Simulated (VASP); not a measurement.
A convergence study with VASP on GaSb (zinc blende): one setting is varied, all else stays as given below, so the limit is that of these other settings.

```
GaSb
1.0
    0.00000     3.05000     3.05000
    3.05000     0.00000     3.05000
    3.05000     3.05000     0.00000
Ga Sb
1 1
Direct
  0.00000   0.00000   0.00000
  0.25000   0.25000   0.25000
```

Computed with LDA (Ceperley-Alder, Perdew-Zunger), VASP's LDA PAW potentials (set 64) (plane waves; VASP 6.6.1). The tightest run used: 550 eV cut-off, 16×16×16 Γ-centred mesh, Gaussian smearing of 0.050 eV, potentials Ga_d Sb.

| setting | E (eV/atom) | pressure (GPa) | irreducible k-points |
|---|---|---|---|
| 1×1×1 mesh | 4.2823 | 72.45 | 1 |
| 2×2×2 mesh | -3.1025 | 8.43 | 3 |
| 3×3×3 mesh | -4.0199 | 1.19 | 4 |
| 4×4×4 mesh | -4.2312 | -0.40 | 8 |

These are the cheaper rows. Estimate the results at 16×16×16 mesh, and how far the last row shown lies from them.

```
quantity        tightest run  last row shown is off by
--------------  ------------  ------------------------
E (eV/atom)          -4.3351                    0.1039
pressure (GPa)         -1.16                      0.76
```

Left out are rungs that failed or repeat a setting and relaxations that didn't move; long series are thinned to 24 rows.

The compound is GaSb in the zinc blende structure. The cell was not relaxed at this level.
